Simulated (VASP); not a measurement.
Data:

```
PtS2
1.0
    1.78627    -3.09391     0.00000
    1.78627     3.09391     0.00000
    0.00000     0.00000     6.05655
Pt S
1 2
Direct
  0.00000   0.00000   0.00000
  0.33333   0.66667   0.20263
  0.66667   0.33333   0.79737
```

Computed with PBE GGA, VASP's PBE PAW potentials (set 64) (plane waves; VASP). Numerical set-up: 520 eV cut-off, 7×7×4 Γ-centred mesh, Gaussian smearing of 0.050 eV, potentials Pt S.

Without a dispersion term in the relaxation, distances and binding between the weakly bound layers, chains or molecules are unreliable, and so is what depends on them.

Question: What does the run give for the energy per atom (σ→0)?

Answer: 
* **energy per atom (σ→0)**: -5.155 eV/atom

Total energies compare only between runs with the same potentials, cut-off and functional.

The compound is PtS2 in the 1T layered structure. It was relaxed first, which changed the volume by +22 %.
